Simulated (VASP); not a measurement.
Given:

```xyz
14
Lattice="-3.6077 3.6077 3.6077 3.6077 -3.6077 3.6077 3.6077 3.6077 -3.6077" Properties=species:S:1:pos:R:3 pbc="T T T"
Sc     1.4474    -1.4474     2.1604
Sc     0.3565     3.9642    -0.3565
Sc     2.1604     1.4474    -1.4474
Sc     3.2512     3.2512     3.2512
Sc     1.4474     1.4474     1.4474
Sc     3.9642    -0.3565     0.3565
Sc    -1.4474     2.1604     1.4474
Sc    -0.3565     0.3565     3.9642
C     -1.8039     2.7058     3.6077
C      0.9019     3.6077     1.8039
C      1.8039     0.9019     3.6077
C      2.7058     3.6077    -1.8039
C      3.6077    -1.8039     2.7058
C      3.6077     1.8039     0.9019
```

These are r2SCAN meta-GGA, VASP's PBE PAW potentials (set 64) (plane waves; VASP 6.6.1) values and carry that method's errors. Numerical set-up: LREAL = Auto, 520 eV cut-off, 5×5×5 Γ-centred mesh, tetrahedra with Blöchl corrections, potentials Sc_sv C.

Problem. Give the energies of bands 51 to 64 at the high-symmetry points, in eV from the valence-band maximum.

Solution. 
```
band      Γ      H      N      P
----  -----  -----  -----  -----
51    -1.87  -1.37  -1.66  -1.67
52    -1.87  -1.37  -1.66  -1.67
53    -1.87  -1.37  -1.47  -1.62
54     0.00  -1.37  -1.47  -1.62
55     0.00  -1.37  -1.31  -1.45
56     0.00  -1.37  -1.31  -1.45
57     0.57   0.87   1.04   1.04
58     0.57   0.87   1.04   1.04
59     1.34   0.87   1.17   1.44
60     1.37   0.87   1.17   1.44
61     1.37   0.87   1.53   1.44
62     1.37   0.87   1.53   1.44
63     2.49   3.06   2.44   1.90
64     2.49   3.06   2.44   1.90
```

The gap is direct, 0.58 eV, from the valence maximum at Γ to the conduction minimum at Γ.

The structure comes from a computed database's Sc4C3 entry (I-43d); how it stands against other phases isn't given here. It was relaxed first.
